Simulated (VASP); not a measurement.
Hg3Pt, 4 atoms in the cell. The structure is cubic, space group Pm-3m (No. 221). The conventional cell has a = 4.344 Å, b = 4.344 Å, c = 4.344 Å, α = 90.00°, β = 90.00°, γ = 90.00°. Hg (site symmetry 4/mmm) has 8 Hg at 3.07 Å and 4 Pt at 3.07 Å as nearest neighbours. Around Pt (site symmetry m-3m) lie 12 Hg at 3.07 Å. The cell comes from a database or a generator and needn't be the stable form of this composition.

```yaml
Program: VASP 6.6.1
Task: single point
Functional: PBE
Potentials_or_basis: VASP PAW PBE potentials, release 64 (Hg, Pt)
Cutoff: 520 eV
k_mesh: 3 × 3 × 3
Occupations: fermi-dirac, width 0.15 eV
Spin: no spin polarisation
Dipole_correction: no
Further_INCAR_settings: ALGO = Normal; EDIFF = 1e-07; NBANDS = 31
```

Potentials or basis: VASP PAW PBE potentials, release 64 (Hg, Pt).

The run is started by

```bash
$ cat potpaw_PBE.64/Hg/POTCAR potpaw_PBE.64/Pt/POTCAR > POTCAR
$ mpirun -np 1 vasp_std > vasp.out
```

Hardware: 1 thread of Intel(R) Xeon(R) Platinum 8375C CPU @ 2.90GHz (Ice Lake) (shared host).

Q: How long does it take, and how much memory?

A: It took 9.6 s on 1 thread of Intel(R) Xeon(R) Platinum 8375C CPU @ 2.90GHz (Ice Lake) (shared host), peak memory 0.17 GiB. Counts: scf iterations 15, k points 4.
